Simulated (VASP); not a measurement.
Input:

```yaml
crystal:
  lattice:
    - [4.26836, 0.00000, 0.00000]
    - [0.00000, 4.26836, 0.00000]
    - [0.00000, 0.00000, 4.26836]
  atoms:
    - { symbol: Cs, position: [0.00000, 0.00000, 0.00000] }
    - { symbol: Br, position: [0.50000, 0.50000, 0.50000] }
```

Level of theory: optB86b-vdW, VASP's PBE PAW potentials (set 64) (plane waves; VASP 6.6.1). Run with 520 eV cut-off, 6×6×6 Γ-centred mesh, Gaussian smearing of 0.050 eV, potentials Cs_sv Br.

**Question.** Give the energy at these volumes per atom, relative to the lowest: 36.60, 37.77, 38.94, 40.11, 41.28 Å³.

**Answer.** 7.9, 1.8, 0.0, 1.9, 6.9 meV/atom. A third-order Birch-Murnaghan fit gives B0 = 16.8 GPa and B0′ = 5.1.

The compound is CsBr in the CsCl type structure. It was relaxed first.
